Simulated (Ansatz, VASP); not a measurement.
# TiSn in two plane-wave programs, part 2 of 2

One calculation is typed for both programs; each brings its own data sets. How far apart do they land? The cell is generated by rule, not measured, and may not be a known phase. Of the first pair: The cell is taken from a series of runs on this material, whose earlier steps may have relaxed, scaled, displaced or heated it; both programs get it as it stands.

VASP 6.6.1 and Ansatz 0.2.0.

So far: Set-up; VASP: relaxation of cell and atoms, PBE, pair 1; Ansatz: relaxation of cell and atoms, PBE, pair 1; Comparison.

### Step 5. VASP: relaxation of cell and atoms, PBE, pair 2

Level of this step: PBE; plane waves and PAW (Ti_sv, Sn_d); invented cell (VASP).

The relaxed volume is the usual yardstick between codes: in a stiff, nearly cubic crystal its relative difference is about their pressure difference at one cell divided by the bulk modulus. Its start cell is another than that of the pair before, and may be another structure of the material.

INCAR reads:

```
SYSTEM = TiSn
PREC = Accurate
ENCUT = 500
EDIFF = 1E-07
NELM = 120
ISMEAR = 0
SIGMA = 0.1
LREAL = .FALSE.
ALGO = Normal
GGA = PE
NBANDS = 32
LASPH = .TRUE.
LORBIT = 11
LWAVE = .FALSE.
LCHARG = .FALSE.
ISIF = 3
IBRION = 2
NSW = 80
EDIFFG = -0.005
GGA_COMPAT = .FALSE.
NELMIN = 4
KPAR = 2
```

POSCAR reads:

```
TiSn
1.0
    4.8004261505      0.0000031921      0.0000000000
   -2.4002163231      4.1572891250      0.0000000000
    0.0000000000      0.0000000000      5.4657813186
Ti Sn
2 2
Direct
    0.3333334625      0.6666666667      0.2500000000
    0.6666667959      0.3333333333      0.7500000000
    0.6666667959      0.3333333333      0.2500000000
    0.3333334625      0.6666666667      0.7500000000
```

KPOINTS reads:

```
Automatic mesh
0
Gamma
9 9 6
0 0 0
```

Potentials, in the order of the species: Ti_sv and Sn_d (PBE family, release 64).

Run with:

```sh
> mpirun -np 2 vasp_std
```

Numbers of over 12 decimals in the logs are rounded to 6 here.

The program printed:

```text
[... set-up lines as in an earlier step ...]
 entering main loop
       N       E                     dE             d eps       ncg     rms          rms(c)
DAV:   1     0.588386883962E+03    0.58839E+03   -0.26911E+04  3096   0.220E+03
DAV:   2     0.569467514622E+02   -0.53144E+03   -0.52441E+03  3088   0.596E+02
DAV:   3    -0.186045617416E+02   -0.75551E+02   -0.74750E+02  4464   0.202E+02
DAV:   4    -0.260610745444E+02   -0.74565E+01   -0.74091E+01  4712   0.537E+01
[...]
DAV:  15    -0.224300568124E+02   -0.52043E-06   -0.11116E-06  3400   0.447E-03    0.102E-03
DAV:  16    -0.224300566359E+02    0.17647E-06   -0.13122E-07  2592   0.303E-03    0.403E-04
DAV:  17    -0.224300565995E+02    0.36431E-07   -0.19853E-08  2424   0.105E-03
   1 F= -.22430057E+02 E0= -.22425903E+02  d E =-.224301E+02
[...]
N       E                     dE             d eps       ncg     rms          rms(c)
DAV:   1    -0.224303170606E+02   -0.26042E-03   -0.64627E-03  3752   0.849E-01    0.100E-01
DAV:   2    -0.224301175391E+02    0.19952E-03   -0.11418E-03  3936   0.287E-01    0.405E-02
DAV:   3    -0.224300759428E+02    0.41596E-04   -0.15976E-04  4032   0.973E-02    0.210E-02
DAV:   4    -0.224300651583E+02    0.10785E-04   -0.59859E-05  4672   0.522E-02    0.886E-03
DAV:   5    -0.224300643876E+02    0.77068E-06   -0.63292E-06  4368   0.181E-02    0.534E-03
DAV:   6    -0.224300637925E+02    0.59507E-06   -0.11377E-06  4464   0.595E-03    0.353E-03
DAV:   7    -0.224300633031E+02    0.48938E-06   -0.60237E-07  3312   0.527E-03    0.630E-04
DAV:   8    -0.224300632427E+02    0.60367E-07   -0.31081E-08  2144   0.159E-03
   2 F= -.22430063E+02 E0= -.22425904E+02  d E =-.664325E-05
 trial-energy change:   -0.000007  1 .order   -0.000006   -0.000019    0.000007
 step:   0.7375(harm=  0.7375)  dis= 0.00000  next Energy=   -22.430064 (dE=-0.716E-05)
 reached required accuracy - stopping structural energy minimisation
```

Parts of OUTCAR (step 5):

```text
  Total       -0.0090921     -0.0090921      0.0063702      0.0000000      0.0000000      0.0000000
  in kB       -0.1334849     -0.1334849      0.0935230      0.0000000      0.0000000      0.0000000
  external PRESSURE =      -0.0578156 kB  Pullay stress =       0.0000000 kB

 POSITION                                       TOTAL-FORCE (eV/Angst)
 -----------------------------------------------------------------------------------
     -0.00000      2.77241      1.36621         0.000000      0.000000      0.000000
      2.40098      1.38621      4.09862        -0.000000     -0.000000     -0.000000
      2.40098      1.38621      1.36621         0.000000     -0.000000     -0.000000
     -0.00000      2.77241      4.09862        -0.000000      0.000000      0.000000
 -----------------------------------------------------------------------------------
    total drift:                               -0.001763     -0.000041      0.000000

  FREE ENERGIE OF THE ION-ELECTRON SYSTEM (eV)
  ---------------------------------------------------
  free  energy   TOTEN  =       -22.4300632427 eV

  energy  without entropy=      -22.4217453719  energy(sigma->0) =      -22.42590431

[... 1 part as in an earlier step ...]

[... 3 further parts left out ...]
[key lines of the parts left out:]
E-fermi :   5.6155
```

### Step 6. Ansatz: relaxation of cell and atoms, PBE, pair 2

Its own start cell and the same functional, mesh and smearing now go to Ansatz, which takes its cutoff from its data sets.

The two relaxations start from unlike cells of this crystal, so only their ends are compared.

input.yaml reads:

```yaml
crystal:
  lattice:
    - [4.46973, 0.0, 0.0]
    - [-2.23487, 3.8709, 0.0]
    - [0.0, 0.0, 6.4515]
  atoms:
    - { symbol: Ti, position: [0.333333, 0.666667, 0.25] }
    - { symbol: Ti, position: [0.666667, 0.333333, 0.75] }
    - { symbol: Sn, position: [0.666667, 0.333333, 0.25] }
    - { symbol: Sn, position: [0.333333, 0.666667, 0.75] }
kpoints:
  mp_grid: { grid: [9, 9, 6] }
hamiltonian:
  xc: pbe
scf:
  occupations: { method: gaussian, width: 0.1 }
output:
  forces: true
  stress: true
  eigenvalues: true
relax:
  adjacent_minimum: "off"
  f_tol: 0.005
  max_steps: 80
  cell: { stress_tol: 0.05 }
```

Run with:

```sh
> ansatz run input.yaml --threads 4 --pin off --max-ram 7168MiB --backend cpu --events-out ev --progress --plain --runs-dir out
```

The program printed:

```text
[...]
--- Relaxed structure (6 steps of the walk, 6 accepted, 2 SCFs on fresh bases) ---
[...]
cell:  # Å, volume = 109.1713 Å³
    - [4.803126, 3.1020732424657907e-6, 0.0]
    - [-2.401566, 4.159628, 0.0]
    - [0.0, 0.0, 5.464242]
  atoms:
    - { symbol: Ti, position: [0.333333, 0.666667, 0.250000] }
    - { symbol: Ti, position: [0.666667, 0.333333, 0.750000] }
    - { symbol: Sn, position: [0.666667, 0.333333, 0.250000] }
    - { symbol: Sn, position: [0.333333, 0.666667, 0.750000] }
[key lines of the parts left out:]
SCF converged after 4 iterations
Free energy (F): -17046.827521 eV
Fermi energy:    8.565733 eV
P = ⅓ Tr σ = -0.0020 GPa (-0.020 kbar)
```

### Step 7. Differences

Compared:

| quantity | Ansatz | VASP | difference |
| --- | --- | --- | --- |
| volume (Å³) | 109.17 | 109.13 | +0.04 % |
| edge a after relaxation, in the typed setting (Å) | 4.803 | 4.802 | +0.02 % |
| edge c after relaxation, in the typed setting (Å) | 5.464 | 5.465 | -0.01 % |

### Step 8. Summary of results

* difference in volume (relaxation of cell and atoms, PBE, pair 1): 0.033 %
* difference in volume (relaxation of cell and atoms, PBE, pair 2): 0.038 %

**Reading.** The difference in volume is 0.038 % (relaxation of cell and atoms, PBE, pair 2), within the 1.2 % picked in this series as the mark of a large difference, as far as the stopping tolerances let one tell. Such differences can come from data sets, numerical settings and the points named under the comparisons, not from the functional's error against experiment.

[Lines on the potential files, build, host, timing and source positions are cut from VASP's logs without a mark.]

[Logs are printed without paths, hosts, clocks, repeated set-up lines and the standing remarks that a program may print on its own settings, such as how far it seeks lower states.]

[Hosts, paths, dates, database ids (printed as entryN), source tags and the programs' standing remarks are cut or masked in the printed files.]
